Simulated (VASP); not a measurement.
A VASP calculation is set up with these files.

INCAR:
```
PSTRESS  =  50
SYSTEM  =  BaO
LREAL  =  .FALSE.   # projection in real space or not
PREC  =  Accurate
ENCUT  =  620   # plane-wave cut-off (eV)
NELM  =  100
IBRION  =  2
NSW  =  40   # most ionic steps
EDIFFG  =  -0.02   # ionic stop
ALGO  =  Normal   # blocked Davidson
ISMEAR  =  0   # Gaussian
ISIF  =  3   # ions, shape and volume
LCHARG  =  .FALSE.
LWAVE  =  .FALSE.
LMAXMIX  =  4
LASPH  =  .TRUE.   # aspherical one-centre terms
SIGMA  =  0.05
EDIFF  =  1E-6
```

**POSCAR**
```
BaO
1
    0.0000000000     2.7401628272     2.7401628272
    2.7401628272     0.0000000000     2.7401628272
    2.7401628272     2.7401628272     0.0000000000
Ba O
1 1
Direct
  0.0000000000   0.0000000000   0.0000000000
  0.5000000000   0.5000000000   0.5000000000
```

**KPOINTS**
```
K-points
0
G
 8 8 8
```

POTCAR, in this order: Ba_sv O (LDA.64 set). Program: vasp_std.

Problem. Translate this LDA calculation to Ansatz.

Solution. One equivalent input (not run):
Ansatz 0.2 input:
```yaml
crystal:
  lattice:
    - [0.0000000, 2.7401628, 2.7401628]
    - [2.7401628, 0.0000000, 2.7401628]
    - [2.7401628, 2.7401628, 0.0000000]
  atoms:
    - { symbol: Ba, position: [0.0000000, 0.0000000, 0.0000000] }
    - { symbol: O, position: [0.5000000, 0.5000000, 0.5000000] }
kpoints:
  mp_grid: { grid: [8, 8, 8] }
hamiltonian:
  xc: lda
  pseudopotentials: { kind: paw }
scf:
  occupations: { method: gaussian, width: 0.05 }
  max_iter: 100
relax:
  max_steps: 40
  f_tol: 0.02
  cell: { p_target: 5 }
output: { forces: true, stress: true, eigenvalues: true }
```
The two are equivalent in intent, not identical: each code has its own PAW files, so the cut-off isn't converted (ENCUT is set for VASP's; basis.ecutwfc is left out, and Ansatz then takes the one that its files recommend); Ansatz stops its SCF on the density residual and VASP on the energy change (EDIFF); Ansatz's lda is the Perdew-Wang form, while the LDA potentials of VASP carry Perdew-Zunger's.

The compound is BaO in the rock salt structure. This run relaxes it under an external pressure of 5 GPa. Symmetry was kept, so distortions that lower it aren't found.
